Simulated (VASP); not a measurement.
Input:

```xyz
4
Lattice="2.1809 -3.7545 0.0000 2.1809 3.7545 0.0000 0.0000 0.0000 4.4867" Properties=species:S:1:pos:R:3 pbc="T T T"
Ga     2.1809     2.5858     4.1081
Ga     2.1809     1.1687     1.8647
Ga     2.1809    -1.1687     2.6219
Ga     2.1809    -2.5858     0.3786
```

The numbers are results of LDA (Ceperley-Alder, Perdew-Zunger), VASP's LDA PAW potentials (set 64) (plane waves; VASP), not measurements. Run with 520 eV cut-off, Gaussian smearing of 0.050 eV, potentials Ga_d.

Problem. Give the energies of bands 22 to 30 at the high-symmetry points, in eV from the Fermi level.

Solution. 
```csv
band,Γ,Y,C0,Z,A0,T,S,R
22,-4.45,-7.60,-7.89,-9.67,-7.13,-7.95,-8.93,-7.43
23,-4.10,-3.99,-6.80,-0.02,-6.23,-5.60,-3.56,-6.57
24,-1.77,-3.40,-1.32,-0.02,-6.23,-5.60,-3.56,-6.57
25,-1.42,-2.00,-1.31,0.07,-3.90,-1.33,-1.62,-1.68
26,-0.86,-1.81,-0.23,0.07,-3.90,-1.33,-1.62,-1.68
27,0.99,0.98,-0.15,0.20,4.45,-0.79,0.62,0.50
28,1.01,1.03,0.88,0.20,4.45,-0.79,0.62,0.50
29,1.13,3.63,1.85,2.01,5.31,6.63,4.25,7.57
30,5.39,3.85,3.15,2.01,5.31,6.63,4.25,7.58
```

It has no gap at this level: it comes out as a metal or semimetal.

The compound is Ga in the alpha structure. It was relaxed first, which changed the volume by -6 %.
